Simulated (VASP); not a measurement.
Method: PBEsol GGA, VASP's PBE PAW potentials (set 64) (plane waves; VASP 6.6.1).

VASP ran on this input.

INCAR:
```
SYSTEM = K
NELMIN = 4
EDIFF = 1E-5   ! SCF stop (eV)
NELM = 100   ! most electronic steps
LREAL = F   ! projection in real space or not
ENCUT = 400
IBRION = 2
NSW = 20   ! most ionic steps
PREC = Normal
ISMEAR = 1   ! Methfessel-Paxton
ISIF = 2   ! forces and stress, cell fixed
LWAVE = F
LASPH = T   ! aspherical one-centre terms
LCHARG = F
EDIFFG = -0.03   ! ionic stop
ALGO = Fast
SIGMA = 0.1
GGA = PS   ! PBEsol
```

File POSCAR:
```
K
1.0
 -2.6048430455   2.6048430455   2.6048430455
  2.6048430455  -2.6048430455   2.6048430455
  2.6048430455   2.6048430455  -2.6048430455
K
1
Cartesian
  0.0000000000   0.0000000000   0.0000000000
```

**KPOINTS**
```
Automatic mesh
0
Gamma
11 11 11
0 0 0
```

POTCAR, in this order: K_sv (PBE.64 set). Program: vasp_std.

Output of the run:

**OSZICAR**
```
       N       E                     dE             d eps       ncg     rms          rms(c)
DAV:   1     0.366546541433E+02    0.36655E+02   -0.32858E+03   896   0.707E+02
DAV:   2    -0.120718348953E+00   -0.36775E+02   -0.36523E+02   904   0.192E+02
DAV:   3    -0.111832771014E+01   -0.99761E+00   -0.99547E+00  1424   0.287E+01
DAV:   4    -0.113745224863E+01   -0.19125E-01   -0.19124E-01  1384   0.328E+00
DAV:   5    -0.113769563921E+01   -0.24339E-03   -0.24339E-03  1544   0.228E-01    0.205E+00
RMM:   6    -0.113561107755E+01    0.20846E-02   -0.26403E-03   931   0.448E-01    0.135E+00
RMM:   7    -0.113509869418E+01    0.51238E-03   -0.64553E-03   953   0.615E-01    0.891E-02
RMM:   8    -0.113512822768E+01   -0.29533E-04   -0.97750E-04  1010   0.362E-01    0.312E-02
RMM:   9    -0.113515819587E+01   -0.29968E-04   -0.11175E-04   996   0.917E-02    0.149E-02
RMM:  10    -0.113516036717E+01   -0.21713E-05   -0.47611E-05   798   0.524E-02
   1 F= -.11351604E+01 E0= -.11353441E+01  d E =-.113516E+01
```

### OUTCAR
```
------------------------ aborting loop because EDIFF is reached ----------------------------------------
  FORCE on cell =-STRESS in cart. coord.  units (eV):
  Direction    XX          YY          ZZ          XY          YZ          ZX
  --------------------------------------------------------------------------------------
  Total        0.0017386      0.0017386      0.0017386      0.0000000      0.0000000     -0.0000000
  in kB        0.0394009      0.0394009      0.0394009      0.0000000      0.0000000     -0.0000000
  external PRESSURE =       0.0394009 kB  Pullay stress =       0.0000000 kB
  volume of cell :       70.70
      direct lattice vectors                 reciprocal lattice vectors
    -2.604843046  2.604843046  2.604843046     0.000000000  0.191950145  0.191950145
     2.604843046 -2.604843046  2.604843046     0.191950145  0.000000000  0.191950145
     2.604843046  2.604843046 -2.604843046     0.191950145  0.191950145  0.000000000
 POSITION                                       TOTAL-FORCE (eV/Angst)
 -----------------------------------------------------------------------------------
      0.00000      0.00000      0.00000        -0.000000      0.000000     -0.000000
 -----------------------------------------------------------------------------------
    total drift:                               -0.000000      0.000000      0.000000
  FREE ENERGIE OF THE ION-ELECTRON SYSTEM (eV)
  ---------------------------------------------------
  free  energy   TOTEN  =        -1.1351603672 eV

  energy  without entropy=       -1.1357115741  energy(sigma->0) =       -1.13534410

 reached required accuracy - stopping structural energy minimisation
```
(Selected blocks of OUTCAR.)

The compound is K in the bcc structure. It was relaxed first.
